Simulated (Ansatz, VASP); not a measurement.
## KCuI2 (CuAu-ordered zincblende type (invented)): VASP beside Ansatz

Wanted: the spread between two codes on one cell, functional and k mesh. The cell is generated by rule, not measured, and may not be a known phase. The cell is taken from a series of runs on this material, whose earlier steps may have relaxed, scaled, displaced or heated it; both programs get it as it stands.

Main program and level: Ansatz 0.2.0; plane waves, with VASP 6.6.1 beside it; relaxation of cell and atoms at PBE.

## (1) The structure

The structure is tetragonal, space group P-4m2 (No. 115). Conventional cell: a = 4.648 Å, b = 4.648 Å, c = 7.640 Å, α = 90.00°, β = 90.00°, γ = 90.00°. K has 4 I at 3.39 Å nearest. Cu has 4 I at 2.69 Å nearest. I has 2 Cu at 2.69 Å and 2 K at 3.39 Å nearest. Farther neighbours and most contacts between anions are not listed.

## (2) Ansatz: relaxation of cell and atoms, PBE

Ansatz runs on its default PAW (the set named soft_2) files.

The relaxed volume is the usual yardstick between codes: in a stiff, nearly cubic crystal its relative difference is about their pressure difference at one cell divided by the bulk modulus.

File input.yaml:

```yaml
crystal:
  lattice:
    - [4.6478592486, 0.0, 0.0]
    - [0.0, 4.6478592486, 0.0]
    - [0.0, 0.0, 7.6402745577]
  atoms:
    - { symbol: K, position: [0.0, 0.0, 0.0] }
    - { symbol: Cu, position: [0.5, 0.5, 0.5] }
    - { symbol: I, position: [0.0, 0.5, 0.3227754594] }
    - { symbol: I, position: [0.5, 0.0, 0.6772245406] }
kpoints:
  mp_grid: { grid: [6, 6, 4] }
hamiltonian:
  xc: pbe
scf:
  occupations: { method: fixed }
output:
  forces: true
  stress: true
  eigenvalues: true
relax:
  adjacent_minimum: "off"
  f_tol: 0.001
  max_steps: 60
  cell: { stress_tol: 0.01 }
```

On the command line:

```sh
ansatz run input.yaml --threads 2 --pin off --max-ram 5120MiB --backend cpu --events-out ev --progress --plain --runs-dir out
```

Numbers of over 12 decimals in the logs are rounded to 6 here.

Output:

```text
Engine: ansatz 0.2.0, x86_64-unknown-linux-gnu
Pseudopotentials: kind: paw
Pseudopotential: K, paw, valence charge 9, recommended cutoff 420 eV (normal), K.paw.azcp
Pseudopotential: Cu, paw, valence charge 19, recommended cutoff 420 eV (normal), Cu.paw.azcp
Pseudopotential: I, paw, valence charge 17, recommended cutoff 420 eV (normal), I.paw.azcp
Functional definition: PBE
  parameter kappa = 0.804
  parameter beta = 0.066725
  exchange = pbe_x(kappa = kappa, mu = beta*pi^2/3)
  correlation = pbe_c(beta = beta)
Crystal: 4 atoms, lattice volume = 165.050 Å³
Basis set: ecut = 420 eV, 3209 PW (Γ), exchange–correlation on 64×64×108 points (8 copies of the dense FFT grid, shifted against one another)
Bands: 38, of which v1, the nominal top of the filled ones, is band 31 counted from 1 (30 counted from 0)
Symmetry: 8 space group operations
Space group: P-4m2 (ITA 115), of the structure as read, at distance tolerance 5.5e-5 Å
k-points: 30 of 144 (time reversal used)
Non-local potential: K, projectors of the file, l = 0: 3, l = 1: 2, l = 2: 2
Non-local potential: Cu, projectors of the file, l = 0: 3, l = 1: 2, l = 2: 3, l = 3: 1
Non-local potential: I, projectors of the file, l = 0: 2, l = 1: 2, l = 2: 2, l = 3: 2
PAW form: soft (Blöchl's): semilocal exchange-correlation on the pseudo side does not see the compensation charge
PAW one-centre angular grid: K, 110 points (default); XC on 64 Gauss nodes
PAW one-centre angular grid: Cu, 590 points (default); XC on 64 Gauss nodes
PAW one-centre angular grid: I, 590 points (default); XC on 64 Gauss nodes
Initial density: superposition of atomic densities (neutral atoms: chi_scale 0, normalization atom), corrected by the library's trained network
Initial wavefunctions: pseudopotential atomic-orbital guess
Functional: x = pbe(κ = 0.804, μ = 0.219515), c = pbe(β = 0.066725)
SCF iter   1: F=—  HF=-23191.606592 eV  |F-HF|=—  |Δ(HF+E_count)|=         —  Δρ=2.43e-3  dr2=1.04e-2  ethr=1.77e-3  ⟨swp⟩=5.2  Hψ=3978  notcnv=0  defer=142
preconditioner: auto → Resta (q_TF=auto, 2.318 Å⁻¹)  ε∞=3.5  [insulator: Δε(μ)=1.540 eV  Ē_g=10.327 eV  n_scr=36 (ndim 8)  ℏωp=16.4 eV  f_vac=0.283  ε∞_Penn≈3.5]
SCF iter   2: F=—  HF=-23191.606420 eV  |F-HF|=—  |Δ(HF+E_count)|=   1.72e-4  Δρ=2.24e-3  dr2=4.81e-3  ethr=1.67e-5  ⟨swp⟩=3.0  Hψ=2383  notcnv=0  defer=148
SCF iter   3: F=—  HF=-23191.605245 eV  |F-HF|=—  |Δ(HF+E_count)|=   1.18e-3  Δρ=6.59e-4  dr2=1.19e-3  ethr=7.76e-6  ⟨swp⟩=2.0  Hψ=2026  notcnv=0  defer=148
SCF iter   4: F=—  HF=-23191.605157 eV  |F-HF|=—  |Δ(HF+E_count)|=   8.73e-5  Δρ=1.66e-4  dr2=9.06e-5  ethr=1.91e-6  ⟨swp⟩=2.0  Hψ=1456  notcnv=0  defer=148
SCF iter   5: F=—  HF=-23191.605179 eV  |F-HF|=—  |Δ(HF+E_count)|=   2.17e-5  Δρ=8.84e-5  dr2=1.30e-5  ethr=1.46e-7  ⟨swp⟩=2.0  Hψ=1484  notcnv=0  defer=148
SCF iter   6: F=—  HF=-23191.605188 eV  |F-HF|=—  |Δ(HF+E_count)|=   8.95e-6  Δρ=1.28e-5  dr2=4.23e-7  ethr=2.10e-8  ⟨swp⟩=2.0  Hψ=1456  notcnv=0  defer=148
SCF iter   7: F=—  HF=-23191.605188 eV  |F-HF|=—  |Δ(HF+E_count)|=   5.52e-7  Δρ=9.95e-6  dr2=1.42e-7  ethr=1.61e-10  ⟨swp⟩=16.1  Hψ=7417  notcnv=0
SCF iter   8: F=-23191.605188 eV  HF=-23191.605188 eV  |F-HF|=1.46e-11  |Δ(HF+E_count)|=   1.17e-7  Δρ=1.76e-6  dr2=9.87e-9  ethr=1.61e-10  ⟨swp⟩=6.0  Hψ=4747  notcnv=0
SCF 1 converged in 8 iterations: F = -23191.605188 eV  dr2 = 9.87e-9
  greatest PAW one-centre occupation: 1.000 electrons in one spin orbital (limit 2), on the Cu atom at site 1 (counted from 0), in its partial waves of l = 0
relax step   1: F+E_penalty+E_count = -23191.60518848 eV  Δ(F+E_penalty+E_count) = +0.000e0 eV  max|allowed force component| = 4.483e-4 eV/Å  Δτ_max = 0.0000 Å  P = +0.003 GPa  Ω = 165.050 Å³  (8 SCF iters, dr2 threshold 1.00e-7 eV, accepted)
Initial density: handed on by an earlier stage of this run
Initial wavefunctions: pseudopotential atomic-orbital guess (no wavefunctions were taken with the density)
iter 1 solved again at ethr=2.11e-7 eV; its pass at ethr=3.10e-3 eV (dr2=1.31e-4 eV) is discarded
SCF iter   1: F=—  HF=-23191.605222 eV  |F-HF|=—  |Δ(HF+E_count)|=         —  Δρ=2.78e-6  dr2=1.91e-8  ethr=2.11e-7  ⟨swp⟩=3.4  Hψ=6889  notcnv=0  defer=148
eigensolver tolerance schedule: the retry pair's looser diagonalisation over-reported the residual by 6856.70 of it (diagonalisation noise at 0.88 of the residual, at the tolerance the schedule requests for it); recorded, not acted on — ethr = c·dr2/N_el stays at c = 1.0e-1
preconditioner: auto → Resta (q_TF=auto, 2.318 Å⁻¹)  ε∞=3.5  [insulator: Δε(μ)=1.509 eV  Ē_g=10.315 eV  n_scr=36 (ndim 8)  ℏωp=16.4 eV  f_vac=0.282  ε∞_Penn≈3.5]
SCF iter   2: F=—  HF=-23191.605188 eV  |F-HF|=—  |Δ(HF+E_count)|=   3.32e-5  Δρ=2.59e-6  dr2=8.18e-9  ethr=3.08e-11  ⟨swp⟩=3.1  Hψ=2805  notcnv=0  defer=147
SCF iter   3: F=—  HF=-23191.605188 eV  |F-HF|=—  |Δ(HF+E_count)|=  7.89e-10  Δρ=1.04e-6  dr2=1.48e-9  ethr=1.32e-11  ⟨swp⟩=3.0  Hψ=1994  notcnv=0  defer=147
SCF iter   4: F=—  HF=-23191.605188 eV  |F-HF|=—  |Δ(HF+E_count)|=  9.86e-10  Δρ=1.50e-6  dr2=2.79e-9  ethr=2.39e-12  ⟨swp⟩=2.0  Hψ=1994  notcnv=0  defer=147
SCF iter   5: F=—  HF=-23191.605188 eV  |F-HF|=—  |Δ(HF+E_count)|=  4.00e-10  Δρ=2.98e-7  dr2=1.81e-10  ethr=2.39e-12  ⟨swp⟩=2.0  Hψ=1963  notcnv=0  defer=147
SCF iter   6: F=—  HF=-23191.605188 eV  |F-HF|=—  |Δ(HF+E_count)|=  2.44e-10  Δρ=1.05e-7  dr2=2.57e-11  ethr=1.00e-12  ⟨swp⟩=2.0  Hψ=1852  notcnv=0  defer=147
SCF iter   7: F=—  HF=-23191.605188 eV  |F-HF|=—  |Δ(HF+E_count)|=  3.27e-11  Δρ=7.71e-8  dr2=6.22e-12  ethr=1.00e-12  ⟨swp⟩=1.0  Hψ=1064  notcnv=0  defer=147
SCF iter   8: F=-23191.605188 eV  HF=-23191.605188 eV  |F-HF|=7.28e-12  |Δ(HF+E_count)|=  3.64e-12  Δρ=1.97e-8  dr2=3.48e-13  ethr=1.00e-12  ⟨swp⟩=16.0  Hψ=8151  notcnv=0
SCF 2 converged in 8 iterations: F = -23191.605188 eV  dr2 = 3.48e-13
relax step   2: F+E_penalty+E_count = -23191.60518849 eV  Δ(F+E_penalty+E_count) = -4.569e-9 eV  max|allowed force component| = 4.903e-4 eV/Å  Δτ_max = 0.0000 Å  P = +0.003 GPa  Ω = 165.050 Å³  stress off target by 9.41e-3 GPa  SCF on the basis re-selected at this cell (its energy is not comparable with the rows above)  (8 SCF iters)
basis re-selected at this cell: Δ(F+E_penalty+E_count) = -4.569e-9 eV, ΔP = +0.000 GPa vs the last step (what re-selecting the basis moved, of the pressure what is left beyond the Pulay correction that the steps carried, after the strain that the cell walked since its last selection, with what the two solves' SCF thresholds leave and, on support functions, any second-order correction that the steps lacked; it is no m [...]
SCF converged after 8 iterations
Free energy (F): -23191.605188 eV
Harris-Foulkes:  -23191.605188 eV  (|F-HF|=7.28e-12)
Internal energy: -23191.605188 eV  (E = F + TS)
E sigma→0 (E₀):  -23191.605188 eV
Fermi energy:    4.115025 eV
--- Per-component energies (eV) ---
  E_band       = -1497.908550
  E_kinetic    = 931.894617
  E_local      = -12796.691586  (includes V_loc(G=0)·N_el)
  E_nonlocal   = 238.309792
  E_hartree    = 6002.740133
  E_xc         = -477.868778
  E_vxc        = -533.644167  (∫ρ·V_xc dr)
  E_paw        = -12093.254969  (= ΣΔE_a)
  E_vpaw       = -1343.257784  (= ΣTr[D̂ρ^β])
  E_aug_tail   = 0.000241  (compensation charges beyond the density's cutoff)
  E_ewald      = -4996.734639
  E_smearing   = -0.000000  (= −TS)
  E_closure    = 0.000000  (closes the sum)
  Σ components = -23191.605188   (vs F -23191.605188, Δ=0.00e0)
--- Forces (eV/Å), atoms counted from 1 ---
  atom   1  K     -0.00000000     0.00000000     0.00000000
  atom   2  Cu    -0.00000000     0.00000000     0.00000000
  atom   3  I      0.00000000     0.00000000    -0.00049026
  atom   4  I     -0.00000000     0.00000000     0.00049026
  max |Σ_I F_I| component: 3.47e-18 eV/Å
--- Stress (GPa, compression-positive) ---
        0.000192       0.000000      -0.000000
        0.000000       0.000192       0.000000
       -0.000000       0.000000       0.009407
  P = ⅓ Tr σ = 0.0033 GPa (0.033 kbar)
--- Band table (eV; the first three rows and the last of 30) ---
  k-point 0: bands = [... 27 lower, 3.2286, 4.0711, 4.0939, 4.0939, 5.6236, 7.2648, 8.0737, 9.0019, ... 3 higher]
  k-point 1: bands = [... 27 lower, 3.2293, 3.9528, 4.1045, 4.1045, 6.0510, 7.4145, 8.0288, 8.7504, ... 3 higher]
  k-point 2: bands = [... 27 lower, 3.2298, 3.8671, 4.1150, 4.1150, 6.6652, 7.3144, 7.9994, 8.6052, ... 3 higher]
  k-point 29: bands = [... 27 lower, 3.1391, 3.1391, 3.4345, 3.5495, 8.2190, 8.2190, 8.4087, 8.6904, ... 3 higher]
--- Relaxed structure (1 steps of the walk, 1 accepted, 1 SCFs on fresh bases) ---
  F+E_penalty+E_count = -23191.60518849 eV   max|allowed force component| = 4.903e-4 eV/Å   (the final SCF, on the basis selected at the relaxed cell)
  cell:  # Å, volume = 165.0498 Å³
    - [4.6478592486, 0.0, 0.0]
    - [0.0, 4.6478592486, 0.0]
    - [0.0, 0.0, 7.6402745577]
  atoms:
    - { symbol: K, position: [0.0, 0.0, 0.0] }
    - { symbol: Cu, position: [0.5, 0.5, 0.5] }
    - { symbol: I, position: [0.0, 0.5, 0.3227754594] }
    - { symbol: I, position: [0.5, 0.0, 0.6772245406] }
```

The column dr2 measures how far the density is from self-consistency, as an energy; F and HF (Harris–Foulkes) agree once it is small.

## (3) VASP: relaxation of cell and atoms, PBE

The same cell, functional and mesh now go to VASP, with its own data sets.

Lines of VASP's logs that name or quote its potential files are left out, and so is its time.

File INCAR:

```
SYSTEM = KCuI2
PREC = Accurate
ENCUT = 600
EDIFF = 1E-07
NELM = 120
ISMEAR = 0
SIGMA = 0.01
LREAL = .FALSE.
ALGO = Normal
GGA = PE
NBANDS = 23
LASPH = .TRUE.
LORBIT = 11
LWAVE = .FALSE.
LCHARG = .FALSE.
ISIF = 3
IBRION = 2
NSW = 80
EDIFFG = -0.005
GGA_COMPAT = .FALSE.
NELMIN = 4
EFERMI = MIDGAP
KPAR = 2
```

File POSCAR:

```
KCuI2
1.0
    4.6478590000      0.0000000000      0.0000000000
    0.0000000000      4.6478590000      0.0000000000
    0.0000000000      0.0000000000      7.6402750000
K Cu I
1 1 2
Direct
    0.0000000000      0.0000000000      0.0000000000
    0.5000000000      0.5000000000      0.5000000000
    0.0000000000      0.5000000000      0.3227754891
    0.5000000000      0.0000000000      0.6772245109
```

File KPOINTS:

```
Automatic mesh
0
Gamma
6 6 4
0 0 0
```

PAW data sets: K_sv, Cu and I (PBE family, release 64).

On the command line:

```sh
mpirun -np 2 vasp_std
```

Output:

```text
[banner, memory and clock lines left out]
running    2 mpi-ranks, on    1 nodes
 distrk:  each k-point on    1 cores,    2 groups
 distr:  one band on    1 cores,    1 groups

 POSCAR found type information on POSCAR K CuI
 POSCAR found :  3 types and       4 ions
 LDA part: xc-table for (Slater+PW92), standard interpolation
 POSCAR, INCAR and KPOINTS ok, starting setup
 FFT: planning ... GRIDC
 FFT: planning ... GRID_SOFT
 FFT: planning ... GRID
 WAVECAR not read
 entering main loop
       N       E                     dE             d eps       ncg     rms          rms(c)
DAV:   1     0.266231313762E+03    0.26623E+03   -0.14586E+04  1380   0.149E+03
DAV:   2     0.185047790461E+02   -0.24773E+03   -0.23411E+03  1394   0.317E+02
DAV:   3    -0.937357617169E+01   -0.27878E+02   -0.27538E+02  1832   0.111E+02
DAV:   4    -0.109614130660E+02   -0.15878E+01   -0.15832E+01  2219   0.244E+01
DAV:   5    -0.110180507565E+02   -0.56638E-01   -0.56617E-01  2044   0.449E+00    0.550E+00
DAV:   6    -0.108191155974E+02    0.19894E+00   -0.44140E+00  1912   0.386E+01    0.373E+00
DAV:   7    -0.106586101501E+02    0.16051E+00   -0.12054E+00  1926   0.308E+01    0.241E+00
DAV:   8    -0.106692259391E+02   -0.10616E-01   -0.20121E-01  2218   0.379E+00    0.983E-01
DAV:   9    -0.106670434926E+02    0.21824E-02   -0.90759E-02  2101   0.663E+00    0.224E-01
DAV:  10    -0.106705409522E+02   -0.34975E-02   -0.10496E-02  2112   0.188E+00    0.111E-01
DAV:  11    -0.106721313653E+02   -0.15904E-02   -0.28110E-03  1779   0.592E-01    0.733E-02
DAV:  12    -0.106722898679E+02   -0.15850E-03   -0.40024E-04  2069   0.334E-01    0.308E-02
DAV:  13    -0.106723302527E+02   -0.40385E-04   -0.93009E-05  2020   0.119E-01    0.140E-02
DAV:  14    -0.106723372141E+02   -0.69614E-05   -0.12561E-05  1751   0.208E-02    0.363E-03
DAV:  15    -0.106723391829E+02   -0.19688E-05   -0.33673E-06  2061   0.364E-02    0.383E-03
DAV:  16    -0.106723391813E+02    0.15734E-08   -0.82497E-07  2128   0.180E-02
   1 F= -.10672339E+02 E0= -.10672339E+02  d E =-.106723E+02
 curvature:   0.00 expect dE= 0.000E+00 dE for cont linesearch  0.000E+00
 trial: gam= 0.00000 g(F)=  0.875E-06 g(S)=  0.591E-04 ort = 0.000E+00 (trialstep = 0.100E+01)
 search vector abs. value=  0.599E-04
 bond charge predicted
       N       E                     dE             d eps       ncg     rms          rms(c)
DAV:   1    -0.106731158054E+02   -0.77662E-03   -0.14977E-02  1464   0.204E+00    0.200E-01
DAV:   2    -0.106726071600E+02    0.50865E-03   -0.72228E-03  1669   0.205E+00    0.776E-02
DAV:   3    -0.106723986774E+02    0.20848E-03   -0.14216E-03  1704   0.982E-01    0.410E-02
DAV:   4    -0.106723727877E+02    0.25890E-04   -0.16443E-04  2062   0.649E-02    0.267E-02
DAV:   5    -0.106723688663E+02    0.39215E-05   -0.27630E-05  2036   0.139E-01    0.121E-02
DAV:   6    -0.106723660934E+02    0.27729E-05   -0.97144E-06  2203   0.497E-02    0.323E-03
DAV:   7    -0.106723661082E+02   -0.14860E-07   -0.10254E-06  1914   0.138E-02    0.167E-03
DAV:   8    -0.106723662531E+02   -0.14491E-06   -0.25890E-07  1688   0.559E-03    0.991E-04
DAV:   9    -0.106723661858E+02    0.67378E-07   -0.60965E-08  1012   0.241E-03
   2 F= -.10672366E+02 E0= -.10672366E+02  d E =-.270044E-04
 trial-energy change:   -0.000027  1 .order   -0.000035   -0.000060   -0.000009
 step:   1.1839(harm=  1.1839)  dis= 0.00017  next Energy=   -10.672375 (dE=-0.355E-04)
 reached required accuracy - stopping structural energy minimisation
```

Parts of OUTCAR (step 3):

```text
ion  position               nearest neighbor table
   1  0.000  0.000  0.000-   3 3.39   4 3.39   3 3.39   4 3.39
   2  0.500  0.500  0.500-   3 2.69   4 2.69   4 2.69   3 2.69
   3  0.000  0.500  0.323-   2 2.69   2 2.69   1 3.39   1 3.39
   4  0.500  0.000  0.677-   2 2.69   2 2.69   1 3.39   1 3.39

  LATTYP: Found a simple tetragonal cell.
 ALAT       =     4.6478590000
 C/A-ratio  =     1.6438267598

 Subroutine GETGRP returns: Found  8 space group operations
 (whereof  8 operations were pure point group operations)

The static configuration has the point symmetry D_2d.

 Found     30 irreducible k-points:

   k-points           NKPTS =     30   k-points in BZ     NKDIM =     30   number of bands    NBANDS=     23

   dimension x,y,z NGX =    40 NGY =   40 NGZ =   64
   dimension x,y,z NGXF=    80 NGYF=   80 NGZF=  128

   ENCUT  =  600.0 eV  44.10 Ry    6.64 a.u.   9.28  9.28 15.26*2*pi/ulx,y,z

   NELECT =      34.0000    total number of electrons

 k-points in reciprocal lattice and weights: Automatic mesh
   0.00000000  0.00000000  0.00000000       0.007
   0.16666667  0.00000000  0.00000000       0.028
   0.33333333  0.00000000  0.00000000       0.028
   0.50000000  0.00000000  0.00000000       0.014
   0.16666667  0.16666667  0.00000000       0.028
   0.33333333  0.16666667  0.00000000       0.056
   0.50000000  0.16666667  0.00000000       0.028
   0.33333333  0.33333333  0.00000000       0.028
   0.50000000  0.33333333  0.00000000       0.028
[...]
0.50000000  0.33333333  0.50000000       0.028
   0.50000000  0.50000000  0.50000000       0.007

 average (electrostatic) potential at core
       1 -36.2683       2 -68.0786       3 -94.1570       4 -94.1570

 E-fermi :   2.1683

 k-point     1 :       0.0000    0.0000    0.0000
  band No.  band energies     occupation
    ...
     13       0.4220      2.00000
     14       0.5232      2.00000
     15       1.3645      2.00000
     16       1.3880      2.00000
     17       1.3880      2.00000
     18       2.9276      0.00000
     19       4.5689      0.00000
     20       5.3731      0.00000
     21       6.3008      0.00000
     22       7.3224      0.00000
    ...

 k-point     2 :       0.1667    0.0000    0.0000
  band No.  band energies     occupation
    ...
     13       0.5048      2.00000
     14       0.5076      2.00000
     15       1.0794      2.00000
     16       1.3532      2.00000
     17       1.3543      2.00000
     18       3.4363      0.00000
     19       4.8874      0.00000
     20       5.6546      0.00000
     21       6.3946      0.00000
     22       7.3565      0.00000
    ...

 k-point     3 :       0.3333    0.0000    0.0000
  band No.  band energies     occupation
    ...
     13       0.4522      2.00000
     14       0.7051      2.00000
     15       0.7994      2.00000
     16       1.2300      2.00000
     17       1.2493      2.00000
     18       4.1166      0.00000
     19       5.1172      0.00000
     20       6.0427      0.00000
     21       6.8272      0.00000
     22       7.3181      0.00000
    ...

  Total       -0.0003020     -0.0003020      0.0128864      0.0000000      0.0000000      0.0000000
  in kB       -0.0029276     -0.0029276      0.1249142      0.0000000      0.0000000      0.0000000
  external PRESSURE =       0.0396863 kB  Pullay stress =       0.0000000 kB

  energy-cutoff  :      600.00
  volume of cell :      165.28
      direct lattice vectors                 reciprocal lattice vectors
     4.649650848  0.000000000 -0.000000000     0.215069912  0.000000000  0.000000000
     0.000000000  4.649650848  0.000000000     0.000000000  0.215069912  0.000000000
    -0.000000000  0.000000000  7.645196575     0.000000000  0.000000000  0.130801084

 POSITION                                       TOTAL-FORCE (eV/Angst)
 -----------------------------------------------------------------------------------
      4.64965      0.00000     -0.00000        -0.000000      0.000000      0.000000
      2.32483      2.32483      3.82260        -0.000000      0.000000      0.000000
      4.64965      2.32483      2.46783        -0.000000     -0.000000      0.004272
      2.32483      0.00000      5.17737         0.000000      0.000000     -0.004272
 -----------------------------------------------------------------------------------
    total drift:                               -0.000000      0.000000     -0.000000

  FREE ENERGIE OF THE ION-ELECTRON SYSTEM (eV)
  ---------------------------------------------------
  free  energy   TOTEN  =       -10.6723661858 eV

  energy  without entropy=      -10.6723661858  energy(sigma->0) =      -10.67236619

 reached required accuracy - stopping structural energy minimisation

 total charge
# of ion       s       p       d       tot
------------------------------------------
    1        1.960   5.579   0.026   7.565
    2        0.295   0.215   9.348   9.859
    3        1.493   2.805   0.021   4.320
    4        1.493   2.805   0.021   4.320
--------------------------------------------------
tot          5.242  11.405   9.418  26.065

[... 3 further parts left out ...]
```

The run keeps the 8 symmetry operations of its start, so it cannot find a distortion of lower symmetry.

## (4) Differences

Known differences besides the potentials themselves: fixed occupations in Ansatz, narrow Gaussian smearing in VASP; the data sets hold 62 valence electrons in Ansatz (on its default PAW (the set named soft_2) files) and 34 in VASP; the cutoff is 420 eV in Ansatz and 600 eV in VASP; Ansatz adds a Pulay correction to the stress that steers its cell, VASP none. Total energies have different zeros and are not compared.

Compared:

| quantity | Ansatz | VASP | difference |
| --- | --- | --- | --- |
| volume (Å³) | 165.05 | 165.28 | -0.14 % |
| edge a after relaxation, in the typed setting (Å) | 4.648 | 4.650 | -0.04 % |
| edge c after relaxation, in the typed setting (Å) | 7.640 | 7.645 | -0.06 % |

## (5) Summary of results

```yaml
difference_in_volume_relaxation_of_cell_and_atoms_pbe: -0.14 %
```

The difference in volume is -0.14 % (relaxation of cell and atoms, PBE), within the 1.2 % picked in this series as the mark of a large difference, as far as the stopping tolerances let one tell. The data sets hold unlike numbers of valence electrons (62 in Ansatz and 34 in VASP), so part of the differences comes from the potentials. How closely two codes agree says nothing of how well the functional describes the real material.

[Lines on the potential files, build, host, timing and source positions are cut from VASP's logs without a mark.]

[Logs are printed without paths, hosts, clocks, repeated set-up lines and the standing remarks that a program may print on its own settings, such as how far it seeks lower states.]

[Hosts, paths, dates, database ids (printed as entryN), source tags and the programs' standing remarks are cut or masked in the printed files.]
